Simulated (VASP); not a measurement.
OSZICAR of a VASP run on Sb (relaxed from the layer:A7 structure):

File OSZICAR:
```
...
DAV:  17    -0.851861174360E+01   -0.20310E-05   -0.31305E-08   144   0.839E-04    0.811E-04
DAV:  18    -0.851861387799E+01   -0.21344E-05   -0.79508E-08   216   0.958E-04    0.145E-04
DAV:  19    -0.851861419583E+01   -0.31783E-06   -0.92270E-09   144   0.312E-04
   1 F= -.85186142E+01 E0= -.85190766E+01  d E =-.851861E+01
       N       E                     dE             d eps       ncg     rms          rms(c)
DAV:   1    -0.885898121965E+01   -0.34037E+00   -0.40635E+00   236   0.149E+01    0.117E+00
DAV:   2    -0.877609219545E+01    0.82889E-01   -0.22857E-01   280   0.319E+00    0.539E-01
DAV:   3    -0.873061620893E+01    0.45476E-01   -0.11612E-01   292   0.189E+00    0.188E-01
DAV:   4    -0.872769964315E+01    0.29166E-02   -0.20375E-02   317   0.814E-01    0.125E-01
DAV:   5    -0.872685082284E+01    0.84882E-03   -0.86126E-04   301   0.212E-01    0.634E-02
DAV:   6    -0.872593625166E+01    0.91457E-03   -0.13701E-03   311   0.174E-01    0.355E-02
DAV:   7    -0.872616713018E+01   -0.23088E-03   -0.40478E-04   220   0.947E-02    0.169E-02
DAV:   8    -0.872644628693E+01   -0.27916E-03   -0.19520E-04   232   0.722E-02    0.857E-03
DAV:   9    -0.872672173974E+01   -0.27545E-03   -0.42137E-05   241   0.420E-02    0.683E-03
DAV:  10    -0.872676182546E+01   -0.40086E-04   -0.14736E-05   289   0.214E-02    0.247E-03
DAV:  11    -0.872678233610E+01   -0.20511E-04   -0.13800E-05   283   0.131E-02    0.262E-03
DAV:  12    -0.872684081482E+01   -0.58479E-04   -0.74134E-06   239   0.113E-02    0.119E-03
DAV:  13    -0.872686354358E+01   -0.22729E-04   -0.23386E-06   258   0.585E-03    0.105E-03
DAV:  14    -0.872687195502E+01   -0.84114E-05   -0.75011E-07   280   0.280E-03    0.268E-04
DAV:  15    -0.872687349993E+01   -0.15449E-05   -0.10435E-07   254   0.980E-04    0.150E-04
DAV:  16    -0.872687394657E+01   -0.44663E-06   -0.29003E-08   207   0.456E-04
   2 F= -.87268739E+01 E0= -.87269217E+01  d E =-.208260E+00
       N       E                     dE             d eps       ncg     rms          rms(c)
DAV:   1    -0.872699398280E+01   -0.12048E-03   -0.14156E-03   237   0.268E-01    0.230E-02
DAV:   2    -0.872697266558E+01    0.21317E-04   -0.74544E-05   277   0.578E-02    0.876E-03
DAV:   3    -0.872696041054E+01    0.12255E-04   -0.19727E-05   282   0.254E-02    0.368E-03
DAV:   4    -0.872695628920E+01    0.41213E-05   -0.81955E-06   309   0.153E-02    0.190E-03
DAV:   5    -0.872695475478E+01    0.15344E-05   -0.94570E-07   300   0.559E-03    0.110E-03
DAV:   6    -0.872695544201E+01   -0.68722E-06   -0.14170E-07   152   0.193E-03
   3 F= -.87269554E+01 E0= -.87270032E+01  d E =-.208341E+00
       N       E                     dE             d eps       ncg     rms          rms(c)
DAV:   1    -0.872693104552E+01    0.23709E-04   -0.16418E-03   229   0.288E-01    0.250E-02
DAV:   2    -0.872690548873E+01    0.25557E-04   -0.86944E-05   279   0.623E-02    0.945E-03
DAV:   3    -0.872689043857E+01    0.15050E-04   -0.22887E-05   285   0.273E-02    0.395E-03
DAV:   4    -0.872688585141E+01    0.45872E-05   -0.93394E-06   319   0.163E-02    0.204E-03
DAV:   5    -0.872688682865E+01   -0.97724E-06   -0.87971E-07   201   0.593E-03
   4 F= -.87268868E+01 E0= -.87269346E+01  d E =-.208273E+00
       N       E                     dE             d eps       ncg     rms          rms(c)
DAV:   1    -0.873115974316E+01   -0.42739E-02   -0.97113E-02   221   0.165E+00    0.130E-01
DAV:   2    -0.873010091348E+01    0.10588E-02   -0.32031E-03   228   0.370E-01    0.709E-02
DAV:   3    -0.872934988997E+01    0.75102E-03   -0.19191E-03   259   0.228E-01    0.205E-02
DAV:   4    -0.872928692213E+01    0.62968E-04   -0.20821E-04   325   0.804E-02    0.118E-02
DAV:   5    -0.872926382617E+01    0.23096E-04   -0.12659E-05   308   0.216E-02    0.509E-03
DAV:   6    -0.872925950044E+01    0.43257E-05   -0.10412E-05   310   0.142E-02    0.391E-03
DAV:   7    -0.872927932380E+01   -0.19823E-04   -0.72151E-06   219   0.118E-02    0.180E-03
DAV:   8    -0.872929217753E+01   -0.12854E-04   -0.28300E-06   221   0.711E-03    0.104E-03
DAV:   9    -0.872929722977E+01   -0.50522E-05   -0.12951E-06   271   0.510E-03    0.679E-04
DAV:  10    -0.872929990984E+01   -0.26801E-05   -0.41554E-07   294   0.268E-03    0.483E-04
DAV:  11    -0.872930145890E+01   -0.15491E-05   -0.13909E-07   252   0.168E-03    0.371E-04
DAV:  12    -0.872930398389E+01   -0.25250E-05   -0.77465E-08   234   0.837E-04    0.223E-04
DAV:  13    -0.872930464089E+01   -0.65700E-06   -0.15839E-08   160   0.422E-04
   5 F= -.87293046E+01 E0= -.87293524E+01  d E =-.241781E-02
       N       E                     dE             d eps       ncg     rms          rms(c)
DAV:   1    -0.873831784235E+01   -0.90139E-02   -0.32892E-01   220   0.304E+00    0.240E-01
DAV:   2    -0.873464179984E+01    0.36760E-02   -0.11033E-02   227   0.685E-01    0.130E-01
DAV:   3    -0.873213521129E+01    0.25066E-02   -0.63186E-03   257   0.414E-01    0.394E-02
DAV:   4    -0.873190819709E+01    0.22701E-03   -0.74732E-04   315   0.150E-01    0.219E-02
DAV:   5    -0.873182753814E+01    0.80659E-04   -0.49446E-05   317   0.423E-02    0.973E-03
DAV:   6    -0.873180361681E+01    0.23921E-04   -0.37656E-05   304   0.265E-02    0.750E-03
DAV:   7    -0.873184029922E+01   -0.36682E-04   -0.23593E-05   221   0.217E-02    0.349E-03
DAV:   8    -0.873186913410E+01   -0.28835E-04   -0.85331E-06   232   0.130E-02    0.185E-03
DAV:   9    -0.873187650065E+01   -0.73666E-05   -0.39617E-06   278   0.943E-03    0.134E-03
DAV:  10    -0.873188349280E+01   -0.69921E-05   -0.11658E-06   292   0.504E-03    0.892E-04
DAV:  11    -0.873188608263E+01   -0.25898E-05   -0.44223E-07   293   0.292E-03    0.693E-04
DAV:  12    -0.873189202794E+01   -0.59453E-05   -0.23531E-07   258   0.147E-03    0.459E-04
DAV:  13    -0.873189417877E+01   -0.21508E-05   -0.10638E-07   204   0.926E-04    0.334E-04
DAV:  14    -0.873189513437E+01   -0.95561E-06   -0.57345E-08   227   0.779E-04
   6 F= -.87318951E+01 E0= -.87319429E+01  d E =-.500831E-02
       N       E                     dE             d eps       ncg     rms          rms(c)
DAV:   1    -0.875549176487E+01   -0.23598E-01   -0.12978E+00   219   0.604E+00    0.485E-01
DAV:   2    -0.874083136389E+01    0.14660E-01   -0.45251E-02   227   0.138E+00    0.258E-01
DAV:   3    -0.873113601655E+01    0.96953E-02   -0.23118E-02   255   0.793E-01    0.858E-02
DAV:   4    -0.872998319221E+01    0.11528E-02   -0.33453E-03   314   0.310E-01    0.440E-02
DAV:   5    -0.872963177146E+01    0.35142E-03   -0.23980E-04   300   0.938E-02    0.210E-02
DAV:   6    -0.872952915531E+01    0.10262E-03   -0.14928E-04   312   0.532E-02    0.156E-02
DAV:   7    -0.872960225419E+01   -0.73099E-04   -0.10162E-04   219   0.465E-02    0.774E-03
DAV:   8    -0.872972302504E+01   -0.12077E-03   -0.28676E-05   216   0.278E-02    0.311E-03
DAV:   9    -0.872977458427E+01   -0.51559E-04   -0.79525E-06   278   0.173E-02    0.291E-03
DAV:  10    -0.872978969312E+01   -0.15109E-04   -0.63602E-06   291   0.998E-03    0.183E-03
DAV:  11    -0.872979719371E+01   -0.75006E-05   -0.82686E-07   303   0.499E-03    0.970E-04
DAV:  12    -0.872980908506E+01   -0.11891E-04   -0.63764E-07   220   0.246E-03    0.612E-04
DAV:  13    -0.872981530009E+01   -0.62150E-05   -0.34589E-07   239   0.161E-03    0.603E-04
DAV:  14    -0.872981770511E+01   -0.24050E-05   -0.15484E-07   278   0.118E-03    0.267E-04
DAV:  15    -0.872981807815E+01   -0.37304E-06   -0.15389E-08   206   0.379E-04
   7 F= -.87298181E+01 E0= -.87298658E+01  d E =-.293125E-02
       N       E                     dE             d eps       ncg     rms          rms(c)
DAV:   1    -0.874530548187E+01   -0.15488E-01   -0.66667E-01   221   0.432E+00    0.332E-01
DAV:   2    -0.873750380417E+01    0.78017E-02   -0.22086E-02   236   0.968E-01    0.187E-01
DAV:   3    -0.873147084551E+01    0.60330E-02   -0.15294E-02   267   0.644E-01    0.486E-02
DAV:   4    -0.873137925643E+01    0.91589E-04   -0.13205E-03   311   0.211E-01    0.312E-02
DAV:   5    -0.873154828929E+01   -0.16903E-03   -0.70805E-05   233   0.541E-02    0.159E-02
DAV:   6    -0.873181006126E+01   -0.26177E-03   -0.12326E-04   226   0.554E-02    0.108E-02
DAV:   7    -0.873216317626E+01   -0.35312E-03   -0.14074E-04   249   0.496E-02    0.471E-03
DAV:   8    -0.873226613048E+01   -0.10295E-03   -0.39747E-05   268   0.263E-02    0.308E-03
DAV:   9    -0.873230217621E+01   -0.36046E-04   -0.18616E-05   298   0.181E-02    0.156E-03
DAV:  10    -0.873230635321E+01   -0.41770E-05   -0.25044E-06   303   0.741E-03    0.135E-03
DAV:  11    -0.873230505627E+01    0.12969E-05   -0.10571E-06   297   0.482E-03    0.970E-04
DAV:  12    -0.873230568345E+01   -0.62718E-06   -0.27104E-07   222   0.198E-03
   8 F= -.87323057E+01 E0= -.87323534E+01  d E =-.541885E-02
       N       E                     dE             d eps       ncg     rms          rms(c)
DAV:   1    -0.873237520567E+01   -0.70149E-04   -0.15320E-02   226   0.777E-01    0.509E-02
DAV:   2    -0.873241068199E+01   -0.35476E-04   -0.52146E-04   241   0.159E-01    0.152E-02
DAV:   3    -0.873241053701E+01    0.14499E-06   -0.14346E-05   316   0.278E-02    0.632E-03
DAV:   4    -0.873241130371E+01   -0.76670E-06   -0.15075E-06   185   0.805E-03
   9 F= -.87324113E+01 E0= -.87324590E+01  d E =-.105620E-03
       N       E                     dE             d eps       ncg     rms          rms(c)
DAV:   1    -0.873245647557E+01   -0.45939E-04   -0.19001E-03   225   0.274E-01    0.175E-02
DAV:   2    -0.873245940093E+01   -0.29254E-05   -0.63790E-05   238   0.558E-02    0.526E-03
DAV:   3    -0.873245858368E+01    0.81725E-06   -0.17334E-06   221   0.983E-03
  10 F= -.87324586E+01 E0= -.87325063E+01  d E =-.152900E-03
```

Which electronic solver shows in the log?

It is blocked Davidson (ALGO = Normal, or the opening steps of other solvers). The INCAR had ALGO = Normal.

Can the final energy be trusted as converged?

Self-consistency was reached. It stopped with EDIFF = 1E-6, NELM = 100, NSW = 60 and EDIFFG = -0.01 after 10 ionic steps (PBEsol GGA, plane waves, VASP's PBE PAW potentials (set 64)). The cell holds a wide vacuum, so values per volume refer to the whole cell.

The cell is a sheet with vacuum, built from a generated structure.
